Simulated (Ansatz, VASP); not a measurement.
# Be (Beryllium): VASP beside Ansatz, part 2 of 2

Wanted: the spread between two codes on one cell, functional and k mesh. The cell is taken from a series of VASP runs on this material, whose earlier steps may have relaxed, scaled or displaced it; both programs get it as it stands.

VASP 6.6.1 and Ansatz 0.2.0.

So far: Starting point; Ansatz: zone-centre phonons, PBEsol; VASP: zone-centre phonons, PBEsol; Differences.

## (5) VASP: zone-centre phonons, PBE

Level of this step: PBE; plane waves and PAW (Be) (VASP).

Second derivatives magnify differences that forces hide, and they need a tight electronic threshold. The cell compared in this pair holds 15.82 Å³, against 15.71 Å³ for the pair before.

Input file INCAR:

```
SYSTEM = Be
PREC = Accurate
ENCUT = 450
EDIFF = 1E-08
NELM = 100
ISMEAR = 1
SIGMA = 0.15
LREAL = .FALSE.
ALGO = Normal
GGA = PE
NBANDS = 8
LORBIT = 11
LWAVE = .FALSE.
LCHARG = .FALSE.
KPAR = 4
IBRION = 8
ISIF = 2
```

Input file POSCAR:

```
Be
1.0
    2.2618676065      0.0000000000      0.0000000000
   -1.1309338032      1.9588348073      0.0000000000
    0.0000000000      0.0000000000      3.5713981537
Be
2
Direct
    0.6666666667      0.3333333333      0.7500000000
    0.3333333333      0.6666666667      0.2500000000
```

Input file KPOINTS:

```
Automatic mesh
0
Gamma
22 22 12
0 0 0
```

Potentials, in the order of the species: Be (PBE family, release 64).

Command:

```bash
> mpirun -np 4 vasp_std
```

Numbers of over 12 decimals in the logs are rounded to 6 here.

Output:

```text
[banner, memory and clock lines left out]
running    4 mpi-ranks, on    1 nodes
[...]
LDA part: xc-table for (Slater+PW92), standard interpolation
 POSCAR, INCAR and KPOINTS ok, starting setup
[...]
entering main loop
       N       E                     dE             d eps       ncg     rms          rms(c)
DAV:   1    -0.430430602345E+01   -0.43043E+01   -0.16935E+03  6032   0.369E+02
DAV:   2    -0.758825014190E+01   -0.32839E+01   -0.32239E+01  9408   0.435E+01
DAV:   3    -0.759852950825E+01   -0.10279E-01   -0.10281E-01  6296   0.218E+00
DAV:   4    -0.759853502151E+01   -0.55133E-05   -0.55137E-05  8640   0.549E-02
[...]
DAV:  10    -0.753423777609E+01    0.26215E-06   -0.71319E-09  7000   0.815E-04    0.257E-04
DAV:  11    -0.753423763875E+01    0.13734E-06   -0.27626E-09  4888   0.552E-04    0.585E-06
DAV:  12    -0.753423763478E+01    0.39740E-08   -0.68766E-11  2936   0.597E-05
   1 F= -.75342376E+01 E0= -.75343059E+01  d E =0.204908E-03
 Linear response reoptimize wavefunctions to high precision
[...]
RMM:   8    -0.657959844829E-02    0.17988E-08    0.19689E-11 38825   0.151E-06    0.847E-08
 first order change of Fermi-energy   0.28623E-05
 force on displaced ion       1 direction 1 :  -3.642  -0.000   0.000
 Linear response progress:
  Degree of freedom:   2/  2
       N       E                     dE             d eps       ncg     rms          rms(c)
RMM:   1    -0.155464962329E-01   -0.15546E-01    0.41292E-02 21191   0.652E-01
RMM:   2    -0.151483601382E-01    0.39814E-03    0.17772E-04 13655   0.858E-02    0.104E-01
RMM:   3    -0.147065038952E-01    0.44186E-03   -0.74999E-04 13530   0.878E-02    0.387E-02
RMM:   4    -0.148185645127E-01   -0.11206E-03   -0.37465E-04 13859   0.495E-02    0.402E-03
RMM:   5    -0.147895684152E-01    0.28996E-04    0.27142E-05 14393   0.392E-03    0.575E-04
RMM:   6    -0.147923198723E-01   -0.27515E-05    0.56053E-06 14255   0.487E-04    0.719E-05
RMM:   7    -0.147925841265E-01   -0.26425E-06    0.91823E-07 14711   0.366E-05    0.152E-05
RMM:   8    -0.147927127218E-01   -0.12860E-06    0.23833E-08 14306   0.142E-05    0.956E-07
RMM:   9    -0.147927141102E-01   -0.13883E-08    0.29738E-09 13676   0.155E-06    0.351E-07
 first order change of Fermi-energy   0.19863E-04
 force on displaced ion       1 direction 3 :   0.000  -0.000  -8.020
 Linear response finished
```

OUTCAR, selected parts (step 5):

```text
  Total        0.0002527      0.0002527     -0.0001952      0.0000000     -0.0000000      0.0000000
  in kB        0.0255826      0.0255826     -0.0197638      0.0000000     -0.0000000      0.0000000
  external PRESSURE =       0.0104671 kB  Pullay stress =       0.0000000 kB

 POSITION                                       TOTAL-FORCE (eV/Angst)
 -----------------------------------------------------------------------------------
      1.13093      0.65294      2.67855        -0.000000     -0.000000      0.000000
     -0.00000      1.30589      0.89285         0.000000      0.000000      0.000000
 -----------------------------------------------------------------------------------
    total drift:                                0.000000     -0.000000      0.000000

[... 1 part as in an earlier step ...]

[... 1 further part left out ...]
```

## (6) Ansatz: zone-centre phonons, PBE

The same cell, functional, mesh and smearing now go to Ansatz, which takes its cutoff from its data sets.

The cell is taken from a series of VASP runs on this material, whose earlier steps may have relaxed, scaled or displaced it; both programs get it as it stands.

Input file input.yaml:

```yaml
crystal:
  lattice:
    - [2.2618676065, 0.0, 0.0]
    - [-1.1309338032, 1.9588348073, 0.0]
    - [0.0, 0.0, 3.5713981537]
  atoms:
    - { symbol: Be, position: [0.6666666667, 0.3333333333, 0.75] }
    - { symbol: Be, position: [0.3333333333, 0.6666666667, 0.25] }
hamiltonian:
  xc: pbe
  pseudopotentials: { kind: paw }
kpoints:
  mp_grid: { grid: [22, 22, 12] }
scf:
  occupations: { method: methfessel_paxton, width: 0.15 }
phonons:
  method: dfpt
  qpoints: [[0, 0, 0]]
```

Command:

```bash
> ansatz run input.yaml --threads 4 --pin off --max-ram 9216MiB --backend cpu --events-out ev --progress --plain --runs-dir out
```

Output:

```text
[...]
Crystal: 2 atoms, lattice volume = 15.824 Å³
Basis set: ecut = 420 eV, 311 PW (Γ), exchange–correlation on 32×32×48 points (8 copies of the dense FFT grid, shifted against one another)
Bands: 6, of which v1, the nominal top of the filled ones, is band 2 counted from 1 (1 counted from 0)
Symmetry: 24 space group operations
k-points: 931 of 5808 (irreducible under 4 space group operations, time reversal used)
[...]
E sigma→0 (E₀):  -185.528484 eV
Entropy (-TS):   0.000206 eV (0.103 meV/atom)
Fermi energy:    8.317821 eV
[...]
--- Band table (eV; the first three rows and the last of 931) ---
[...]
ASR residual: 2.356e-4 → 0.000e0 eV/Å²; symmetrization residual: 1.533e-11 eV/Å²
  ASR residual per site (eV/Å²): 2.36e-4 2.36e-4
  Γ frequencies (cm⁻¹): 0.00 0.00 0.00 468.06 468.06 687.78
[...]
--- Phonons (arbitrary-q DFPT): 1 explicit q-point ---
[...]
[key lines of the parts left out:]
SCF converged after 6 iterations
Free energy (F): -185.528433 eV
```

Run time: 4 s. Hardware: 4 threads of Arm Neoverse V2, shared host; peak memory 0.53 GiB; 13 s of CPU time.

## (7) Differences

Both answers:

| quantity | Ansatz | VASP | difference |
| --- | --- | --- | --- |
| optical mode 1 to 2 (cm⁻¹) | 468.1 | 468.8 | -0.16 % |
| optical mode 3 (cm⁻¹) | 687.8 | 695.7 | -1.14 % |

Modes are paired by rising frequency and degeneracy, not by their patterns, so a pair may still set unlike modes beside each other.

## (8) Other set-ups

Further runs change the set-up of one program: Ansatz's method, potentials or start, or VASP's data sets, cutoff or form of LDA. The table gives Ansatz less VASP for each quantity, since a change that brings one quantity closer may part another.

| run | optical mode 1 to 2 (%) | optical mode 3 (%) |
| --- | --- | --- |
| as above | -0.16 | -1.1 |
| Ansatz's all-electron LAPW method | -0.15 | -1.1 |

## (9) Results

| Property | Result |
| --- | --- |
| r.m.s. difference of the optical zone-centre modes, each program's sorted by frequency (zone-centre phonons, PBEsol) | 6.1 cm⁻¹ |
| difference in optical mode 3 (zone-centre phonons, PBEsol) | -1.5 % |
| r.m.s. difference of the optical zone-centre modes, each program's sorted by frequency (zone-centre phonons, PBE) | 4.6 cm⁻¹ |
| difference in optical mode 3 (zone-centre phonons, PBE) | -1.1 % |

In words: The r.m.s. difference of the optical zone-centre modes, each program's sorted by frequency is 6.1 cm⁻¹ (zone-centre phonons, PBEsol). Among the rows given in per cent, the largest difference of the zone-centre phonons, PBEsol pair is in optical mode 3, -1.5 %. Among the rows given in per cent, the largest difference of the zone-centre phonons, PBE pair is in optical mode 3, -1.1 %. For zone-centre phonons, PBE, no further run moves any of the tabulated differences by more than a quarter of its size. How closely two codes agree says nothing of how well the functional describes the real material.

[Lines on the potential files, build, host, timing and source positions are cut from VASP's logs without a mark.]

[Logs are printed without paths, hosts, clocks, repeated set-up lines and the standing remarks that a program may print on its own settings, such as how far it seeks lower states.]

[Hosts, paths, dates, database ids (printed as entryN), source tags and the programs' standing remarks are cut or masked in the printed files.]
